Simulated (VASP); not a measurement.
**Band-edge properties of Pb2C (Fm-3m)**

Aim: the gap of Pb2C, the masses at its band edges and their response to strain. The cell is generated by rule, not measured, and may not be a known phase.

Method: PBEsol; plane waves and PAW (C, Pb_d), in the first sound run; inputs show where later runs differ, in VASP 6.6.1.

The structure was built from a prototype and need not be the compound's stable phase.

### 1. The structure

The structure is cubic, space group Fm-3m (No. 225). Conventional cell: a = 5.352 Å, b = 5.352 Å, c = 5.352 Å, α = 90.00°, β = 90.00°, γ = 90.00°. Nearest to C lie 8 Pb at 2.32 Å. Pb has 4 C at 2.32 Å nearest. Farther neighbours are not listed.

### 2. Relaxation of the atoms

The cell is kept as given; the atoms are relaxed first, so that no residual force shifts the band edges.

Input file INCAR:

```
SYSTEM = Pb2C
PREC = Accurate
ENCUT = 520
EDIFF = 1E-06
NELM = 100
ISMEAR = 0
SIGMA = 0.02
LREAL = .FALSE.
ALGO = Normal
GGA = PS
NBANDS = 22
LORBIT = 11
LWAVE = .FALSE.
LCHARG = .FALSE.
KPAR = 4
IBRION = 2
NSW = 40
ISIF = 2
EDIFFG = -0.005
```

Input file POSCAR:

```
Pb2C
1.0
    0.0000000000      2.6760200000      2.6760200000
    2.6760200000      0.0000000000      2.6760200000
    2.6760200000      2.6760200000      0.0000000000
C Pb
1 2
Direct
    0.0000000000      0.0000000000      0.0000000000
    0.2500000000      0.2500000000      0.2500000000
    0.7500000000      0.7500000000      0.7500000000
```

Input file KPOINTS:

```
Automatic mesh
0
Gamma
10 10 10
0 0 0
```

The projector-augmented-wave data sets are C and Pb_d (PBE family, release 64).

On the command line:

```sh
$ mpirun -np 4 vasp_std
```

The program printed:

```text
[banner, memory and clock lines left out]
running    4 mpi-ranks, on    1 nodes
 distrk:  each k-point on    1 cores,    4 groups
 distr:  one band on    1 cores,    1 groups

 POSCAR found type information on POSCAR C Pb
 POSCAR found :  2 types and       3 ions
|                                                                             |
|               ----> ADVICE to this user running VASP <----                  |
|                                                                             |
|     You enforced a specific xc type in the INCAR file but a different       |
|     [... a line on the potential file left out ...]
|     I HOPE YOU KNOW WHAT YOU ARE DOING!                                     |
|                                                                             |

 LDA part: xc-table for (Slater+PW92), standard interpolation
 POSCAR, INCAR and KPOINTS ok, starting setup
 FFT: planning ... GRIDC
 FFT: planning ... GRID_SOFT
 FFT: planning ... GRID
 WAVECAR not read
 entering main loop
       N       E                     dE             d eps       ncg     rms          rms(c)
DAV:   1     0.342147345586E+03    0.34215E+03   -0.16433E+04  2104   0.215E+03
DAV:   2     0.197005829135E+02   -0.32245E+03   -0.31197E+03  2092   0.474E+02
DAV:   3    -0.694801009402E+01   -0.26649E+02   -0.25206E+02  2594   0.161E+02
DAV:   4    -0.789102051657E+01   -0.94301E+00   -0.93787E+00  2564   0.293E+01
DAV:   5    -0.792417498404E+01   -0.33154E-01   -0.33150E-01  2846   0.499E+00    0.768E+00
DAV:   6    -0.579105868031E+01    0.21331E+01   -0.52725E+00  3036   0.337E+01    0.225E+00
DAV:   7    -0.575908836824E+01    0.31970E-01   -0.85758E-01  2412   0.634E+00    0.153E+00
DAV:   8    -0.572324095365E+01    0.35847E-01   -0.15659E-01  3242   0.290E+00    0.477E-01
DAV:   9    -0.571311054222E+01    0.10130E-01   -0.14659E-02  3324   0.169E+00    0.143E-01
DAV:  10    -0.571300205837E+01    0.10848E-03   -0.44270E-03  3090   0.407E-01    0.268E-02
DAV:  11    -0.571300962240E+01   -0.75640E-05   -0.18469E-04  2520   0.107E-01    0.259E-02
DAV:  12    -0.571300362166E+01    0.60007E-05   -0.93281E-06  2772   0.237E-02    0.118E-02
DAV:  14    -0.571299987003E+01    0.21681E-06   -0.57090E-07  1540   0.635E-03
   1 F= -.57129999E+01 E0= -.57128108E+01  d E =-.571300E+01
 curvature:   0.00 expect dE= 0.000E+00 dE for cont linesearch  0.000E+00
 trial: gam= 0.00000 g(F)=  0.446E-48 g(S)=  0.000E+00 ort = 0.000E+00 (trialstep = 0.100E+01)
 search vector abs. value=  0.100E-09
 reached required accuracy - stopping structural energy minimisation
```

The job ended after 8.4 s (4 MPI ranks of AMD EPYC 9R45, shared host; peak memory 0.6 GiB; 29 s of CPU time).

The logs omit lines about the potential files and the build; timing stands in the text.

From OUTCAR (step 2):

```text
ion  position               nearest neighbor table
   1  0.000  0.000  0.000-   2 2.32   3 2.32   3 2.32   3 2.32   3 2.32   2 2.32   2 2.32   2 2.32

  LATTYP: Found a face centered cubic cell.
 ALAT       =     5.3520400000

 Subroutine GETGRP returns: Found 48 space group operations
 (whereof 48 operations were pure point group operations)

The static configuration has the point symmetry O_h .

 Found     47 irreducible k-points:

   k-points           NKPTS =     47   k-points in BZ     NKDIM =     47   number of bands    NBANDS=     22

   dimension x,y,z NGX =    28 NGY =   28 NGZ =   28
   dimension x,y,z NGXF=    56 NGYF=   56 NGZF=   56

   ENCUT  =  520.0 eV  38.22 Ry    6.18 a.u.   7.04  7.04  7.04*2*pi/ulx,y,z

   NELECT =      32.0000    total number of electrons

 k-points in reciprocal lattice and weights: Automatic mesh
   0.00000000  0.00000000  0.00000000       0.001
   0.10000000  0.00000000  0.00000000       0.008
   0.20000000  0.00000000  0.00000000       0.008
   0.30000000  0.00000000  0.00000000       0.008
   0.40000000  0.00000000  0.00000000       0.008
   0.50000000  0.00000000  0.00000000       0.004
   0.10000000  0.10000000  0.00000000       0.006
   0.20000000  0.10000000  0.00000000       0.024
   0.30000000  0.10000000  0.00000000       0.024
[...]
-0.30000000  0.40000000  0.20000000       0.024
  -0.30000000  0.50000000  0.20000000       0.012

 average (electrostatic) potential at core
       1 -39.9864       2 -82.3065       3 -82.3065

 E-fermi :  16.2293

 k-point     1 :       0.0000    0.0000    0.0000
  band No.  band energies     occupation
    ...
     15      13.2846      2.00000
     16      14.7634      2.00000
     17      14.7634      2.00000
     18      14.7634      2.00000
     19      16.0712      2.00000
     20      22.3251      0.00000
     21      22.3251      0.00000
     22      22.3251      0.00000

 k-point     2 :       0.1000    0.0000    0.0000
  band No.  band energies     occupation
    ...
     14      12.9468      2.00000
     15      12.9468      2.00000
     16      14.4437      2.00000
     17      15.2502      2.00000
     18      15.2502      2.00000
     19      18.0007      0.00000
     20      21.7983      0.00000
     21      22.0916      0.00000
     22      22.0916      0.00000

 k-point     3 :       0.2000    0.0000    0.0000
  band No.  band energies     occupation
    ...
     14      12.4519      2.00000
     15      12.4519      2.00000
     16      15.1993      2.00000
     17      16.0801      2.00000
     18      16.0801      2.00000
     19      18.9998      0.00000
     20      21.7827      0.00000
     21      21.7827      0.00000
     22      22.7613      0.00000

  Total       33.8983925     33.8983925     33.8983925      0.0000000      0.0000000      0.0000000
  in kB     1417.0710485   1417.0710485   1417.0710485      0.0000000      0.0000000      0.0000000
  external PRESSURE =    1417.0710485 kB  Pullay stress =       0.0000000 kB

  energy-cutoff  :      520.00
  volume of cell :       38.33
      direct lattice vectors                 reciprocal lattice vectors
     0.000000000  2.676020000  2.676020000    -0.186844642  0.186844642  0.186844642
     2.676020000  0.000000000  2.676020000     0.186844642 -0.186844642  0.186844642
     2.676020000  2.676020000  0.000000000     0.186844642  0.186844642 -0.186844642

 POSITION                                       TOTAL-FORCE (eV/Angst)
 -----------------------------------------------------------------------------------
      0.00000      0.00000      0.00000         0.000000     -0.000000      0.000000
      1.33801      1.33801      1.33801        -0.000000      0.000000     -0.000000
      4.01403      4.01403      4.01403         0.000000      0.000000      0.000000
 -----------------------------------------------------------------------------------
    total drift:                                0.000000      0.000000      0.000000

  FREE ENERGIE OF THE ION-ELECTRON SYSTEM (eV)
  ---------------------------------------------------
  free  energy   TOTEN  =        -5.7129998700 eV

  energy  without entropy=       -5.7126216512  energy(sigma->0) =       -5.71281076

 reached required accuracy - stopping structural energy minimisation

 total charge
# of ion       s       p       d       tot
------------------------------------------
    1        1.042   1.388   0.000   2.431
    2        1.415   1.255   9.995  12.665
    3        1.415   1.255   9.995  12.665
--------------------------------------------------
tot          3.872   3.898  19.990  27.760

[... 3 further parts left out ...]
```

The PAW data sets were made with PBE, which is usual practice but a small mismatch for other functionals. The run keeps the 48 symmetry operations of its start, so it cannot find a distortion of lower symmetry.

The forces vanish from the start, and no atom moves.

This step gave:

```yaml
scf_cycles: 14
electrons: 32
bands: 22
irreducible_k_points: 47
symmetry_operations: 48
free_energy_toten: -5.713 eV
energy_at_zero_smearing: -5.713 eV
fermi_energy: 16.23 eV
pressure: 141.7 GPa
metallic: yes
```

### 3. Bands on a dense mesh

A dense even mesh and a path are solved together, since either alone can miss a band edge.

INCAR, as its differences from that of step 2:

```diff
@@ -10,3 +10,3 @@
 GGA = PS
-NBANDS = 22
+NBANDS = 29
 LORBIT = 11
@@ -15,5 +15,2 @@
 KPAR = 4
-IBRION = 2
-NSW = 40
 ISIF = 2
-EDIFFG = -0.005
```

POSCAR is that of step 2.

Input file KPOINTS:

```
Automatic mesh
0
Gamma
12 12 12
0 0 0
```

Input file KPOINTS_OPT:

```
Line mode
24
Line-mode
Reciprocal
  0.00000000   0.00000000   0.00000000 GAMMA
  0.50000000   0.00000000   0.50000000 X

  0.50000000   0.00000000   0.50000000 X
  0.50000000   0.25000000   0.75000000 W

  0.50000000   0.25000000   0.75000000 W
  0.37500000   0.37500000   0.75000000 K

  0.37500000   0.37500000   0.75000000 K
  0.00000000   0.00000000   0.00000000 GAMMA

  0.00000000   0.00000000   0.00000000 GAMMA
  0.50000000   0.50000000   0.50000000 L

  0.50000000   0.50000000   0.50000000 L
  0.62500000   0.25000000   0.62500000 U

  0.62500000   0.25000000   0.62500000 U
  0.50000000   0.25000000   0.75000000 W

  0.50000000   0.25000000   0.75000000 W
  0.50000000   0.50000000   0.50000000 L

  0.50000000   0.50000000   0.50000000 L
  0.37500000   0.37500000   0.75000000 K

  0.62500000   0.25000000   0.62500000 U
  0.50000000   0.00000000   0.50000000 X
```

On the command line:

```sh
$ mpirun -np 4 vasp_std
```

The program printed:

```text
[banner, memory and clock lines left out]
running    4 mpi-ranks, on    1 nodes
 distrk:  each k-point on    1 cores,    4 groups
 distr:  one band on    1 cores,    1 groups

 POSCAR found type information on POSCAR C Pb
 POSCAR found :  2 types and       3 ions
 [... a notice as in an earlier step ...]

 LDA part: xc-table for (Slater+PW92), standard interpolation
 POSCAR, INCAR and KPOINTS ok, starting setup
 FFT: planning ... GRIDC
 FFT: planning ... GRID_SOFT
 FFT: planning ... GRID
 WAVECAR not read
 entering main loop
       N       E                     dE             d eps       ncg     rms          rms(c)
DAV:   1     0.363903489597E+03    0.36390E+03   -0.14930E+04  4410   0.162E+03
DAV:   2     0.272464900315E+02   -0.33666E+03   -0.31573E+03  4234   0.413E+02
DAV:   3    -0.667046284991E+01   -0.33917E+02   -0.32501E+02  4874   0.137E+02
DAV:   4    -0.787170888090E+01   -0.12012E+01   -0.11948E+01  5214   0.260E+01
DAV:   5    -0.791192443000E+01   -0.40216E-01   -0.40207E-01  5571   0.466E+00    0.763E+00
DAV:   6    -0.574948845694E+01    0.21624E+01   -0.22096E+00  6235   0.254E+01    0.228E+00
DAV:   7    -0.570735448139E+01    0.42134E-01   -0.73054E-01  4888   0.443E+00    0.149E+00
DAV:   8    -0.566968685384E+01    0.37668E-01   -0.84035E-02  6457   0.165E+00    0.379E-01
DAV:   9    -0.566310996029E+01    0.65769E-02   -0.45617E-03  6586   0.981E-01    0.972E-02
DAV:  10    -0.566305477241E+01    0.55188E-04   -0.16347E-03  5798   0.206E-01    0.215E-02
DAV:  11    -0.566305933115E+01   -0.45587E-05   -0.69874E-05  5412   0.524E-02    0.122E-02
DAV:  12    -0.566305760243E+01    0.17287E-05   -0.19921E-06  3716   0.145E-02    0.667E-03
DAV:  13    -0.566305608052E+01    0.15219E-05   -0.11771E-06  4559   0.110E-02    0.747E-04
DAV:  14    -0.566305582397E+01    0.25655E-06   -0.57142E-07  2981   0.558E-03
   1 F= -.56630558E+01 E0= -.56629007E+01  d E =-.310305E-03
 Start KPOINTS_OPT (optional k-point list driver)
k-point batch [1-72\240]
       N       E                     dE             ncg
DAV:   1     0.298537637017E+05   -0.45618E+05     4431
DAV:   2     0.598391958209E+04   -0.23870E+05     4209
DAV:   3     0.368075743821E+04   -0.23032E+04     4977
DAV:   4     0.360222746158E+04   -0.78530E+02     5153
DAV:   5     0.359945043613E+04   -0.27770E+01     5846
DAV:   6     0.359936121482E+04   -0.89221E-01     5511
DAV:   7     0.359935978865E+04   -0.14262E-02     5868
DAV:   8     0.359935977472E+04   -0.13927E-04     4420
DAV:   9     0.359935977408E+04   -0.64271E-06     3023
[...]
k-point batch [217-240\240]
       N       E                     dE             ncg
DAV:   1     0.648354496812E+05   -0.20863E+05     1439
DAV:   2     0.566543838018E+05   -0.81811E+04     1400
DAV:   3     0.558470580328E+05   -0.80733E+03     1654
DAV:   4     0.558202119949E+05   -0.26846E+02     1785
DAV:   5     0.558192978627E+05   -0.91413E+00     1934
DAV:   6     0.558192732241E+05   -0.24639E-01     1825
DAV:   7     0.558192728749E+05   -0.34924E-03     1883
DAV:   8     0.558192728706E+05   -0.42749E-05     1482
DAV:   9     0.558192728704E+05   -0.18526E-06      995
```

Elapsed: 42 s, on 4 MPI ranks; peak memory 0.87 GiB.

OUTCAR, selected parts (step 3):

```text
The static configuration has the point symmetry O_h .

 Found     72 irreducible k-points:

   k-points           NKPTS =     72   k-points in BZ     NKDIM =     72   number of bands    NBANDS=     29

   NELECT =      32.0000    total number of electrons

 E-fermi :  16.1601

 k-point     1 :       0.0000    0.0000    0.0000
  band No.  band energies     occupation
    ...
     15      13.2921      2.00000
     16      14.7646      2.00000
     17      14.7646      2.00000
     18      14.7646      2.00000
     19      16.0721      2.00000
     20      22.3234      0.00000
     21      22.3234      0.00000
     22      22.3234      0.00000
     23      24.5959      0.00000
     24      26.8833      0.00000
    ...

 k-point     2 :       0.0833    0.0000    0.0000
  band No.  band energies     occupation
    ...
     14      13.0374      2.00000
     15      13.0374      2.00000
     16      14.4006      2.00000
     17      15.1247      2.00000
     18      15.1247      2.00000
     19      17.6278      0.00000
     20      21.8763      0.00000
     21      22.1523      0.00000
     22      22.1523      0.00000
     23      25.5759      0.00000
    ...

  Total       33.9638590     33.9638590     33.9638590     -0.0000000      0.0000000      0.0000000
  in kB     1419.8077792   1419.8077792   1419.8077792     -0.0000000      0.0000000      0.0000000
  external PRESSURE =    1419.8077792 kB  Pullay stress =       0.0000000 kB

 POSITION                                       TOTAL-FORCE (eV/Angst)
 -----------------------------------------------------------------------------------
      0.00000      0.00000      0.00000         0.000000      0.000000      0.000000
      1.33801      1.33801      1.33801        -0.000000     -0.000000     -0.000000
      4.01403      4.01403      4.01403         0.000000      0.000000      0.000000
 -----------------------------------------------------------------------------------
    total drift:                                0.000000      0.000000      0.000000

  FREE ENERGIE OF THE ION-ELECTRON SYSTEM (eV)
  ---------------------------------------------------
  free  energy   TOTEN  =        -5.6630558240 eV

  energy  without entropy=       -5.6627455185  energy(sigma->0) =       -5.66290067

 total charge
# of ion       s       p       d       tot
------------------------------------------
    1        1.043   1.388   0.000   2.432
    2        1.415   1.256   9.994  12.665
    3        1.415   1.256   9.994  12.665
--------------------------------------------------
tot          3.874   3.900  19.988  27.762

[... 6 parts as in an earlier step ...]

[... 6 further parts left out ...]
```

Numbers from this step:

```
bands                   : 29
irreducible k-points    : 72
free energy (TOTEN)     : -5.663 eV
energy at zero smearing : -5.663 eV
Fermi energy            : 16.16 eV
pressure                : 142.0 GPa
```

The electronic bands at the labelled points (eV, zero at the Fermi level; # counts the bands kept, so #1 is VASP's band 12):

```csv
point,#2,#3,#4,#5,#6,#7,#8,#9
Γ,-2.87,-2.87,-2.87,-1.40,-1.40,-1.40,-0.09,6.16
0.52 of the way,-6.14,-6.14,-5.24,-2.26,1.90,1.90,2.04,8.90
X,-7.90,-7.90,-6.15,-2.93,2.43,4.81,4.81,8.41
0.48 of the way,-9.65,-8.50,-3.73,-1.90,1.87,3.28,5.10,8.01
W,-11.23,-9.16,-0.34,-0.34,0.30,0.76,6.08,6.08
0.48 of the way,-11.01,-8.26,-2.47,0.04,0.87,1.88,5.14,6.74
K,-11.12,-6.88,-4.17,-0.05,1.43,3.14,3.95,7.48
0.52 of the way,-8.14,-3.85,-3.25,-1.17,0.04,1.38,3.94,5.38
Γ,-2.87,-2.87,-2.87,-1.40,-1.40,-1.40,-0.09,6.16
0.48 of the way,-5.24,-3.86,-3.86,-0.53,0.20,0.20,2.71,5.62
L,-5.66,-4.36,-4.36,0.75,0.75,1.75,2.23,7.56
0.52 of the way,-8.35,-5.57,-3.52,-0.32,1.71,2.35,4.15,6.29
U,-11.12,-6.88,-4.17,-0.05,1.43,3.14,3.95,7.48
0.52 of the way,-11.01,-8.26,-2.47,0.04,0.87,1.88,5.14,6.74
W,-11.23,-9.16,-0.34,-0.34,0.30,0.76,6.08,6.08
0.48 of the way,-8.71,-6.55,-2.45,-0.85,1.61,2.52,4.34,5.75
L,-5.66,-4.36,-4.36,0.75,0.75,1.75,2.23,7.56
0.48 of the way,-8.06,-5.42,-3.49,-0.42,1.78,2.15,4.34,5.96
K,-11.12,-6.88,-4.17,-0.05,1.43,3.14,3.95,7.48
jump to U,-11.12,-6.88,-4.17,-0.05,1.43,3.14,3.95,7.48
0.48 of the way,-9.60,-7.59,-4.89,-2.13,2.13,4.21,4.48,8.83
X,-7.90,-7.90,-6.15,-2.93,2.43,4.81,4.81,8.41
```

Of the projections kept (C, Pb), the largest for each band there; the rest of the weight can lie on other orbitals:

```csv
point,#2,#3,#4,#5,#6,#7,#8,#9
Γ,C 0.65,C 0.65,C 0.65,Pb 1.00,Pb 1.00,Pb 1.00,Pb 1.00,Pb 0.99
X,Pb 0.72,Pb 0.72,Pb 1.00,Pb 0.67,C 0.77,C 0.55,C 0.55,-
W,Pb 0.91,Pb 0.78,Pb 0.64,Pb 0.64,Pb 0.71,C 0.57,Pb 0.65,Pb 0.65
K,Pb 0.83,Pb 0.68,Pb 0.85,Pb 0.62,C 0.63,Pb 0.59,Pb 0.55,Pb 1.00
Γ,C 0.65,C 0.65,C 0.65,Pb 1.00,Pb 1.00,Pb 1.00,Pb 1.00,Pb 0.99
L,Pb 0.60,Pb 0.51,Pb 0.51,Pb 1.00,Pb 1.00,Pb 0.79,C 0.57,Pb 0.78
```

At 142.0 GPa the cell is away from the equilibrium volume of this level: left free, it would expand.

(Continued in part 2 of 3.)

[Lines on the potential files, build, host, timing and source positions are cut from VASP's logs without a mark.]

[Logs are printed without paths, hosts, clocks, repeated set-up lines and the standing remarks that a program may print on its own settings, such as how far it seeks lower states.]

[Hosts, paths, dates, database ids (printed as entryN), source tags and the programs' standing remarks are cut or masked in the printed files.]

[In band tables of VASP the shares of atoms and orbitals are scaled to a sum of 1 inside the atoms' spheres.]

[Gaps and slopes under strain along one axis are those of the sampled path and mesh points; where strain splits equal valleys, another of them can be the edge.]
